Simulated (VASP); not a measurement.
A VASP calculation is set up with these files.

**KPOINTS**
```
Automatic mesh
0
Gamma
9 9 9
0 0 0
```

INCAR:
```
# general
SYSTEM   =  MgSe
PREC     =  Accurate
ENCUT    =  520   # plane-wave cut-off (eV)
LREAL    =  .False.
LASPH    =  .True.   # aspherical one-centre terms

# electronic loop
EDIFF    =  1E-7   # SCF stop (eV)
NELM     =  100   # most electronic steps
ALGO     =  Normal   # blocked Davidson
LMAXMIX  =  4   # l cut-off of mixed one-centre charges

# smearing
ISMEAR   =  -5

# functional
GGA      =  RP

# ions
ISIF     =  2   # forces and stress, cell fixed

# output
LWAVE    =  .False.
LCHARG   =  .True.
LORBIT   =  11
NEDOS    =  601
```

POSCAR:
```
MgSe
1
    0.0000000000     2.7782435917     2.7782435917
    2.7782435917     0.0000000000     2.7782435917
    2.7782435917     2.7782435917     0.0000000000
Mg Se
1 1
Direct
  0.0000000000   0.0000000000   0.0000000000
  0.5000000000   0.5000000000   0.5000000000
```

POTCAR, in this order: Mg Se (PBE.64 set). Program: vasp_std.

Q: Write an equivalent input for Ansatz.

A: One equivalent input (not run):
Ansatz 0.2 input:
```yaml
crystal:
  lattice:
    - [0.0000000, 2.7782436, 2.7782436]
    - [2.7782436, 0.0000000, 2.7782436]
    - [2.7782436, 2.7782436, 0.0000000]
  atoms:
    - { symbol: Mg, position: [0.0000000, 0.0000000, 0.0000000] }
    - { symbol: Se, position: [0.5000000, 0.5000000, 0.5000000] }
kpoints:
  mp_grid: { grid: [9, 9, 9] }
hamiltonian:
  xc: rpbe
  pseudopotentials: { kind: paw }
scf:
  occupations: { method: tetrahedron }
  max_iter: 100
output: { forces: true, stress: true, eigenvalues: true }
```
The two are equivalent in intent, not identical: each code has its own PAW files, so the cut-off isn't converted (ENCUT is set for VASP's; basis.ecutwfc is left out, and Ansatz then takes the one that its files recommend); Ansatz stops its SCF on the density residual and VASP on the energy change (EDIFF).

The compound is MgSe in the rock salt structure. It was relaxed first, which changed the volume by +5 %.
